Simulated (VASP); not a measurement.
**Cu under biaxial strain in the (111) plane**

Wanted: the elastic response of Cu to biaxial strain in the (111) plane, with a fit that predicts a row left out.

Program: VASP 6.6.1. Level of theory: r2SCAN; plane waves and PAW (Cu), in the first sound run; inputs show where later runs differ. Results are calculated unless marked as measured.

Report form: the programs' logs are mostly left out.

## 1. Starting point

It takes space group Fm-3m (No. 225, cubic). The conventional cell has a = 3.610 Å, b = 3.610 Å, c = 3.610 Å, α = 90.00°, β = 90.00°, γ = 90.00°. Cu has 12 Cu at 2.55 Å nearest.

As a file:

```cif
data_structure
_symmetry_space_group_name_H-M 'Fm-3m'
_symmetry_Int_Tables_number 225
_cell_length_a 3.6100
_cell_length_b 3.6100
_cell_length_c 3.6100
_cell_angle_alpha 90.000
_cell_angle_beta 90.000
_cell_angle_gamma 90.000
_cell_volume 47.05
loop_
_atom_site_label
_atom_site_type_symbol
_atom_site_symmetry_multiplicity
_atom_site_Wyckoff_symbol
_atom_site_fract_x
_atom_site_fract_y
_atom_site_fract_z
_atom_site_occupancy
Cu1 Cu 4 a 0.00000 0.00000 0.00000 1
```

## 2. Relax the crystal, r2SCAN

The series starts from the cell that this level prefers, so that zero strain is near zero stress.

This step took 2 runs in a row; the last is shown.

Level: r2SCAN; plane waves and PAW (Cu).

INCAR

```
SYSTEM = Cu
PREC = Accurate
ENCUT = 450
EDIFF = 1E-07
NELM = 120
ISMEAR = 1
SIGMA = 0.15
LREAL = .FALSE.
ALGO = Normal
METAGGA = R2SCAN
LASPH = .TRUE.
NBANDS = 11
LORBIT = 11
LWAVE = .FALSE.
LCHARG = .FALSE.
KPAR = 8
IBRION = 2
NSW = 40
ISIF = 3
EDIFFG = -0.005
POTIM = 0.4
```

POSCAR

```
Cu
1.0
    0.0000000000      1.7883977533      1.7883977533
    1.7883977533      0.0000000000      1.7883977533
    1.7883977533      1.7883977533      0.0000000000
Cu
1
Direct
    0.0000000000      0.0000000000      0.0000000000
```

KPOINTS

```
Automatic mesh
0
Gamma
28 28 28
0 0 0
```

The projector-augmented-wave data sets are Cu (PBE family, release 64).

The run is started by

```console
$ mpirun -np 8 vasp_std
```

Elapsed: 40 s, on 8 MPI ranks of Intel Xeon 6975P-C (Granite Rapids), shared host; peak memory 1.3 GiB; 4.9 min of CPU time.

Numbers from this step:

| Quantity | Value |
| --- | --- |
| energy(sigma→0) of the program | -10.8270 eV |
| stress, compression positive | -0.04 along [111], -0.04 across it (mean), GPa |
| volume | 11.440 Å³ |
| ionic steps | 1 |

## 3. Strain along the normal, r2SCAN

One member in full: the plane is strained by 2 %, and the strain along the normal is moved by secant steps until the normal stress is under 0.012 GPa or five steps are spent; the atoms relax at each step.

This step took 3 runs, each at a new trial strain with the atoms of the one before; the last is shown.

Level: r2SCAN; plane waves and PAW (Cu).

INCAR: that of step 2 with these lines changed.

```diff
@@ -15,7 +15,7 @@
 LCHARG = .FALSE.
-KPAR = 8
-IBRION = 2
-NSW = 40
-ISIF = 3
-EDIFFG = -0.005
-POTIM = 0.4
+KPAR = 2
+IBRION = 1
+NSW = 25
+ISIF = 2
+EDIFFG = -0.004
+POTIM = 0.3
```

POSCAR

```
Cu
1.0
   -0.0396848080      1.7844809000      1.7844809000
    1.7844809000     -0.0396848080      1.7844809000
    1.7844809000      1.7844809000     -0.0396848080
Cu
1
Direct
    0.0000000000      0.0000000000      0.0000000000
```

KPOINTS is that of step 2.

The run is started by

```console
$ mpirun -np 2 vasp_std
```

Elapsed: 3.3 min, on 2 MPI ranks; peak memory 0.6 GiB; 6.6 min of CPU time.

Numbers from this step:

```
energy(sigma→0) of the program : -10.8197 eV
stress, compression positive   : 0.00 along [111], -5.88 across it (mean), GPa
ionic steps                    : 1
```

## 4. The table

The other members went through these steps as far as the tables show, with the same cutoff and, step by step, the same mesh; 25 runs are not shown. The session took 3.4 core hours (wall time by ranks) on a shared machine.

| in-plane strain (%) | strain along the normal (%) | in-plane stress, tension positive (GPa) | energy above the unstrained row, extrapolated to no smearing (meV/atom) |
| --- | --- | --- | --- |
| -2.000 | 1.244 | -7.632 | 12.314 |
| -1.500 | 0.914 | -5.571 | 7.165 |
| -1.000 | 0.606 | ? | ? |
| -0.500 | 0.295 | -1.761 | 1.054 |
| 0 | -0.014 | 0.016 | 0.000 |
| 0.500 | -0.327 | 1.666 | 0.188 |
| 1.000 | -0.659 | 3.180 | 1.508 |
| 1.500 | -0.993 | 4.576 | 3.896 |
| 2.000 | -1.329 | 5.877 | 7.275 |

## 5. Stress from the known rows

A least-squares parabola through the 8 rows shown, with e the strain in %: stress = − 0.2228 e² + 3.382 e + 0.01101 (GPa), r.m.s. residual 0.013 GPa.

At e = -1 this predicts -3.594 GPa.

## 6. The withheld row

The calculation gives -3.639 GPa, so the prediction is 0.045 GPa too high, more than twice the residual of the fit.

Slopes at zero strain, from cubics through all rows: strain ratio -0.626, stress over strain 341 GPa.

## 7. Results

```
error of the predicted stress      : 0.045 GPa
ratio of normal to in-plane strain : -0.626
biaxial modulus                    : 341 GPa
```

**Reading.** As a check, the curvature of the energy gives 345 GPa for the same modulus (energy per volume = M × strain²), 1 % from the slope of the stress; these energies are extrapolated to no smearing, while the stress belongs to the free energy, so part of the difference may come from that. The energy also has a linear term worth 0.60 GPa that the stress column lacks, a mark of the finite basis or of the smearing. These are static values: temperature and zero-point motion are left out. In a metal the slopes also depend on mesh and smearing, which were held through the series.

[Lines on the potential files, build, host, timing and source positions are cut from VASP's logs without a mark.]

[Logs are printed without paths, hosts, clocks, repeated set-up lines and the standing remarks that a program may print on its own settings, such as how far it seeks lower states.]

[Hosts, paths, dates, database ids (printed as entryN), source tags and the programs' standing remarks are cut or masked in the printed files.]

[In band tables of VASP the shares of atoms and orbitals are scaled to a sum of 1 inside the atoms' spheres.]
